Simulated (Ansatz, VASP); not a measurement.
# Cross-check of MgSi3C3O between VASP and Ansatz

Wanted: the spread between two codes on one cell, functional and k mesh. The cell is generated by rule, not measured, and may not be a known phase. The cell is taken from a series of runs on this material, whose earlier steps may have relaxed, scaled, displaced or heated it; both programs get it as it stands.

Main program and level: Ansatz 0.2.0; plane waves, with VASP 6.6.1 beside it; zone-centre phonons at LDA.

The structure was built from a prototype and need not be the compound's stable phase.

## 1. Starting point

The structure is trigonal, space group P3m1 (No. 156). Conventional cell: a = 3.129 Å, b = 3.129 Å, c = 10.545 Å, α = 90.00°, β = 90.00°, γ = 120.00°. C has 4 Si at 1.83 to 1.93 Å nearest. C has 4 Si at 1.85 to 1.93 Å nearest. Nearest to C lie 1 Si at 1.81 Å and 3 Mg at 2.07 Å. Nearest to Mg lie 3 C at 2.07 Å and 1 O at 2.17 Å. O has 3 Si at 1.88 Å and 1 Mg at 2.17 Å nearest. Nearest to Si lie 1 C at 1.83 Å and 3 O at 1.88 Å. Farther neighbours and most contacts between anions are not listed.

## 2. VASP: zone-centre phonons, LDA

Second derivatives magnify differences that forces hide, and they need a tight electronic threshold.

Lines of VASP's logs that name or quote its potential files are left out, and so is its time.

The input, INCAR:

```
SYSTEM = MgSi3C3O
PREC = Accurate
ENCUT = 600
EDIFF = 1E-08
NELM = 120
ISMEAR = 1
SIGMA = 0.15
LREAL = .FALSE.
ALGO = Normal
GGA = CA
NBANDS = 24
LORBIT = 11
LWAVE = .FALSE.
LCHARG = .FALSE.
ISIF = 2
IBRION = 8
LASPH = .TRUE.
GGA_COMPAT = .FALSE.
KPAR = 2
```

The input, POSCAR:

```
MgSi3C3O
1.0
    3.1291913715      0.0000000000      0.0000000000
   -1.5645956857      2.7099592210      0.0000000000
    0.0000000000      0.0000000000     10.5451091741
C Mg O Si
3 1 1 3
Direct
    0.3333333333      0.6666666667      0.1870976871
    0.6666666667      0.3333333333      0.4259889679
    0.3333333333      0.6666666667      0.6613575789
    0.6666666667      0.3333333333      0.7580010591
    0.6666666667      0.3333333333      0.9638713017
    0.3333333333      0.6666666667      0.0134570687
    0.6666666667      0.3333333333      0.2506508948
    0.3333333333      0.6666666667      0.4895754420
```

The input, KPOINTS:

```
Automatic mesh
0
Gamma
12 12 4
0 0 0
```

PAW data sets: C, Mg, O and Si (LDA family, release 64).

On the command line:

```bash
$ mpirun -np 2 vasp_std
```

Numbers of over 12 decimals in the logs are rounded to 6 here.

What it wrote:

```text
[banner, memory and clock lines left out]
running    2 mpi-ranks, on    1 nodes
 distrk:  each k-point on    1 cores,    2 groups
 distr:  one band on    1 cores,    1 groups

 POSCAR found type information on POSCAR C MgO Si
 POSCAR found :  4 types and       8 ions
 LDA part: xc-table for (Slater(with rela. corr.)+CA(PZ))
 , standard interpolation
 POSCAR, INCAR and KPOINTS ok, starting setup
 FFT: planning ... GRIDC
 FFT: planning ... GRID_SOFT
 FFT: planning ... GRID
 WAVECAR not read
 entering main loop
       N       E                     dE             d eps       ncg     rms          rms(c)
DAV:   1     0.106073323187E+03    0.10607E+03   -0.15914E+04  3312   0.133E+03
DAV:   2    -0.570988816246E+02   -0.16317E+03   -0.15358E+03  4400   0.227E+02
DAV:   3    -0.668470639042E+02   -0.97482E+01   -0.96612E+01  4392   0.553E+01
DAV:   4    -0.669878961493E+02   -0.14083E+00   -0.14069E+00  4168   0.763E+00
DAV:   5    -0.669907016917E+02   -0.28055E-02   -0.28047E-02  4416   0.101E+00    0.177E+01
DAV:   6    -0.594047837976E+02    0.75859E+01   -0.31637E+01  4192   0.307E+01    0.104E+01
DAV:   7    -0.567880409023E+02    0.26167E+01   -0.12256E+01  4464   0.190E+01    0.536E+00
DAV:   8    -0.566684242529E+02    0.11962E+00   -0.11588E+00  4280   0.684E+00    0.260E+00
DAV:   9    -0.566083041829E+02    0.60120E-01   -0.17855E-01  4152   0.267E+00    0.787E-01
DAV:  10    -0.566016205946E+02    0.66836E-02   -0.25056E-02  4200   0.980E-01    0.213E-01
DAV:  11    -0.566014897022E+02    0.13089E-03   -0.19578E-03  4328   0.244E-01    0.139E-01
DAV:  12    -0.566014274712E+02    0.62231E-04   -0.31240E-04  4360   0.129E-01    0.509E-02
DAV:  13    -0.566014137726E+02    0.13699E-04   -0.99430E-05  4184   0.610E-02    0.222E-02
DAV:  14    -0.566014096749E+02    0.40977E-05   -0.20756E-05  4280   0.249E-02    0.122E-02
DAV:  15    -0.566014095609E+02    0.11393E-06   -0.42315E-06  4504   0.191E-02    0.460E-03
DAV:  16    -0.566014089711E+02    0.58979E-06   -0.12547E-06  4432   0.934E-03    0.103E-03
DAV:  17    -0.566014089745E+02   -0.33579E-08   -0.19833E-07  4048   0.269E-03    0.671E-04
DAV:  18    -0.566014089734E+02    0.10477E-08   -0.15347E-08  2880   0.767E-04
   1 F= -.56601409E+02 E0= -.56601537E+02  d E =0.383155E-03
 Linear response reoptimize wavefunctions to high precision
DAV:   1    -0.566014089728E+02    0.61937E-09   -0.40454E-09  3688   0.465E-04
DAV:   2    -0.566014089729E+02   -0.79126E-10   -0.78386E-10  2344   0.170E-04
 Linear response DOF=          16
 Linear response progress:
  Degree of freedom:   1/ 16
       N       E                     dE             d eps       ncg     rms          rms(c)
RMM:   1    -0.126071628839E+00   -0.12607E+00    0.53456E-02 30370   0.153E+00
RMM:   2    -0.122365609651E+00    0.37060E-02   -0.48712E-03 22674   0.334E-01    0.193E-01
RMM:   3    -0.122405793754E+00   -0.40184E-04   -0.11038E-03 22627   0.143E-01    0.972E-02
RMM:   4    -0.123389961510E+00   -0.98417E-03   -0.95753E-04 23248   0.122E-01    0.177E-02
RMM:   5    -0.123281149129E+00    0.10881E-03   -0.17034E-05 24663   0.219E-02    0.337E-03
RMM:   6    -0.123323062542E+00   -0.41913E-04   -0.13317E-06 25591   0.474E-03    0.957E-04
RMM:   7    -0.123319002350E+00    0.40602E-05    0.20912E-07 25834   0.108E-03    0.676E-04
RMM:   8    -0.123315404443E+00    0.35979E-05    0.76744E-08 26075   0.444E-04    0.158E-04
RMM:   9    -0.123316236271E+00   -0.83183E-06    0.43575E-08 26139   0.140E-04    0.341E-05
RMM:  10    -0.123316273082E+00   -0.36811E-07    0.25661E-08 26583   0.485E-05    0.896E-06
RMM:  11    -0.123316313025E+00   -0.39943E-07   -0.39111E-09 26759   0.165E-05    0.366E-06
RMM:  12    -0.123316304931E+00    0.80943E-08    0.34088E-09 26155   0.774E-06    0.168E-06
 first order change of Fermi-energy   0.59889E-05
 force on displaced ion       1 direction 1 : -15.063   0.001  -0.000
 Linear response progress:
  Degree of freedom:   2/ 16
       N       E                     dE             d eps       ncg     rms          rms(c)
RMM:   1    -0.145984209337E+00   -0.14598E+00    0.82218E-02  7430   0.165E+00
RMM:   2    -0.140301920915E+00    0.56823E-02   -0.63743E-03  5397   0.392E-01    0.228E-01
RMM:   3    -0.139380726480E+00    0.92119E-03   -0.31674E-03  5830   0.208E-01    0.114E-01
RMM:   4    -0.139937624488E+00   -0.55690E-03   -0.76371E-04  5752   0.105E-01    0.849E-02
RMM:   5    -0.139979716795E+00   -0.42092E-04   -0.18530E-04  5935   0.543E-02    0.282E-02
RMM:   6    -0.140086237288E+00   -0.10652E-03   -0.21457E-05  5745   0.208E-02    0.724E-03
RMM:   7    -0.140092749076E+00   -0.65118E-05   -0.13284E-06  6015   0.537E-03    0.283E-03
RMM:   8    -0.140081314642E+00    0.11434E-04   -0.25629E-07  5967   0.239E-03    0.851E-04
RMM:   9    -0.140077147165E+00    0.41675E-05   -0.72697E-08  6025   0.866E-04    0.298E-04
RMM:  10    -0.140076929977E+00    0.21719E-06    0.65959E-08  6169   0.300E-04    0.935E-05
[...]
RMM:  10    -0.349949264468E+00    0.91315E-08   -0.74521E-09 26376   0.406E-05    0.824E-06
 first order change of Fermi-energy   0.87546E-04
 force on displaced ion       5 direction 1 :  -4.065  -0.001  -0.001
 Linear response progress:
  Degree of freedom:  10/ 16
       N       E                     dE             d eps       ncg     rms          rms(c)
[...]
RMM:   3    -0.370420132013E-01    0.16879E-03   -0.16008E-03  5654   0.165E-01    0.127E-01
RMM:   4    -0.366228427301E-01    0.41917E-03   -0.36593E-04  5789   0.741E-02    0.702E-02
RMM:   5    -0.366542690185E-01   -0.31426E-04   -0.10524E-04  5977   0.450E-02    0.212E-02
RMM:   6    -0.366964457587E-01   -0.42177E-04   -0.14977E-05  5994   0.176E-02    0.517E-03
RMM:   7    -0.367029627384E-01   -0.65170E-05   -0.59855E-07  5927   0.412E-03    0.234E-03
RMM:   8    -0.367078338897E-01   -0.48712E-05   -0.12181E-07  6056   0.144E-03    0.675E-04
RMM:   9    -0.367087303866E-01   -0.89650E-06   -0.68496E-08  6196   0.412E-04    0.230E-04
RMM:  10    -0.367088605032E-01   -0.13012E-06   -0.36652E-08  6432   0.152E-04    0.598E-05
RMM:  11    -0.367089212463E-01   -0.60743E-07   -0.39388E-08  6108   0.743E-05    0.132E-05
RMM:  12    -0.367089092319E-01    0.12014E-07   -0.89962E-08  6291   0.249E-05    0.440E-06
RMM:  13    -0.367089180161E-01   -0.87843E-08   -0.98199E-09  6205   0.124E-05    0.216E-06
 first order change of Fermi-energy   0.15450E+01
 force on displaced ion       6 direction 3 :   0.000  -0.000 -23.667
 Linear response progress:
  Degree of freedom:  13/ 16
       N       E                     dE             d eps       ncg     rms          rms(c)
RMM:   1    -0.174624628148E-01   -0.17462E-01    0.76409E-04 34358   0.718E-01
RMM:   2    -0.147534838935E-01    0.27090E-02   -0.14877E-03 22633   0.196E-01    0.118E-01
RMM:   3    -0.146562769478E-01    0.97207E-04   -0.98950E-05 24238   0.449E-02    0.686E-02
RMM:   4    -0.146866014103E-01   -0.30324E-04   -0.87103E-05 23924   0.392E-02    0.716E-03
RMM:   5    -0.146583939073E-01    0.28208E-04   -0.31046E-06 24523   0.874E-03    0.203E-03
RMM:   6    -0.146572174000E-01    0.11765E-05   -0.21029E-08 25550   0.134E-03    0.801E-04
RMM:   7    -0.146569480431E-01    0.26936E-06    0.10908E-07 25799   0.378E-04    0.534E-04
RMM:   8    -0.146564409416E-01    0.50710E-06    0.22660E-08 25755   0.194E-04    0.719E-05
RMM:   9    -0.146562916948E-01    0.14925E-06    0.20214E-08 26275   0.590E-05    0.158E-05
RMM:  10    -0.146563307399E-01   -0.39045E-07   -0.14279E-09 26368   0.211E-05    0.448E-06
RMM:  11    -0.146563369062E-01   -0.61663E-08    0.75692E-09 26351   0.843E-06    0.194E-06
 first order change of Fermi-energy   0.30308E-04
 force on displaced ion       7 direction 1 : -15.812  -0.001   0.000
 Linear response progress:
  Degree of freedom:  14/ 16
       N       E                     dE             d eps       ncg     rms          rms(c)
RMM:   1    -0.453971184360E-01   -0.45397E-01    0.28650E-02  9155   0.110E+00
RMM:   2    -0.361144844056E-01    0.92826E-02   -0.49105E-03  5428   0.360E-01    0.172E-01
RMM:   3    -0.354066869716E-01    0.70780E-03   -0.95432E-04  5753   0.120E-01    0.944E-02
RMM:   4    -0.352721097694E-01    0.13458E-03   -0.36593E-04  5862   0.758E-02    0.482E-02
RMM:   5    -0.351916215408E-01    0.80488E-04   -0.48007E-05  5954   0.289E-02    0.222E-02
RMM:   6    -0.351952737466E-01   -0.36522E-05   -0.15884E-05  5779   0.163E-02    0.519E-03
RMM:   7    -0.352011166563E-01   -0.58429E-05   -0.58429E-07  5879   0.456E-03    0.250E-03
RMM:   8    -0.352038092063E-01   -0.26925E-05   -0.14368E-07  5909   0.168E-03    0.104E-03
RMM:   9    -0.352046690272E-01   -0.85982E-06    0.10494E-08  6124   0.680E-04    0.271E-04
RMM:  10    -0.352049351067E-01   -0.26608E-06   -0.12030E-07  6140   0.262E-04    0.815E-05
RMM:  11    -0.352048852422E-01    0.49865E-07    0.19471E-07  6131   0.910E-05    0.169E-05
RMM:  12    -0.352048711682E-01    0.14074E-07   -0.31285E-08  6252   0.278E-05    0.813E-06
RMM:  13    -0.352048670334E-01    0.41348E-08   -0.56103E-09  6201   0.110E-05    0.154E-06
 first order change of Fermi-energy  -0.27587E+00
 force on displaced ion       7 direction 3 :   0.000  -0.000 -31.475
 Linear response progress:
  Degree of freedom:  15/ 16
       N       E                     dE             d eps       ncg     rms          rms(c)
RMM:   1    -0.175176501949E-01   -0.17518E-01   -0.81156E-04 32798   0.712E-01
RMM:   2    -0.149561429619E-01    0.25615E-02   -0.13786E-03 22523   0.184E-01    0.124E-01
RMM:   3    -0.148615820843E-01    0.94561E-04   -0.10095E-04 23779   0.463E-02    0.718E-02
RMM:   4    -0.149173498047E-01   -0.55768E-04   -0.90949E-05 23404   0.418E-02    0.754E-03
RMM:   5    -0.148861239868E-01    0.31226E-04   -0.42175E-06 24112   0.905E-03    0.206E-03
RMM:   6    -0.148842236427E-01    0.19003E-05   -0.40346E-08 25389   0.147E-03    0.764E-04
RMM:   7    -0.148839831005E-01    0.24054E-06    0.15172E-07 25521   0.388E-04    0.489E-04
RMM:   8    -0.148836749869E-01    0.30811E-06    0.45510E-08 25574   0.195E-04    0.951E-05
RMM:   9    -0.148835176031E-01    0.15738E-06   -0.12217E-08 26064   0.622E-05    0.238E-05
RMM:  10    -0.148835791249E-01   -0.61522E-07   -0.24485E-08 25847   0.230E-05    0.535E-06
RMM:  11    -0.148835846645E-01   -0.55395E-08   -0.13214E-08 26111   0.889E-06    0.236E-06
 first order change of Fermi-energy  -0.25777E-04
 force on displaced ion       8 direction 1 : -14.217  -0.001  -0.000
 Linear response progress:
  Degree of freedom:  16/ 16
       N       E                     dE             d eps       ncg     rms          rms(c)
RMM:   1    -0.466410490473E-01   -0.46641E-01   -0.72657E-05  8874   0.102E+00
RMM:   2    -0.373615178150E-01    0.92795E-02   -0.40424E-03  5323   0.307E-01    0.238E-01
RMM:   3    -0.378847631802E-01   -0.52325E-03   -0.55175E-03  6024   0.237E-01    0.251E-01
RMM:   4    -0.362132160409E-01    0.16715E-02   -0.12674E-03  5227   0.129E-01    0.751E-02
RMM:   5    -0.361240716661E-01    0.89144E-04   -0.16813E-04  5861   0.484E-02    0.221E-02
RMM:   6    -0.361281296581E-01   -0.40580E-05   -0.13209E-05  5857   0.173E-02    0.702E-03
RMM:   7    -0.361268189888E-01    0.13107E-05   -0.21316E-06  5741   0.601E-03    0.211E-03
RMM:   8    -0.361273861272E-01   -0.56714E-06   -0.13732E-07  5958   0.156E-03    0.982E-04
RMM:   9    -0.361291093612E-01   -0.17232E-05   -0.46853E-07  6186   0.620E-04    0.172E-04
RMM:  10    -0.361290301272E-01    0.79234E-07   -0.45794E-07  6004   0.185E-04    0.634E-05
RMM:  11    -0.361290409515E-01   -0.10824E-07   -0.11387E-07  6248   0.749E-05    0.183E-05
RMM:  12    -0.361290406453E-01    0.30615E-09   -0.39465E-08  6131   0.252E-05    0.706E-06
 first order change of Fermi-energy  -0.19117E+01
 force on displaced ion       8 direction 3 :   0.000  -0.000 -30.653
 Linear response finished
```

[end of part 1 of 3]

[Lines on the potential files, build, host, timing and source positions are cut from VASP's logs without a mark.]

[Logs are printed without paths, hosts, clocks, repeated set-up lines and the standing remarks that a program may print on its own settings, such as how far it seeks lower states.]

[Hosts, paths, dates, database ids (printed as entryN), source tags and the programs' standing remarks are cut or masked in the printed files.]
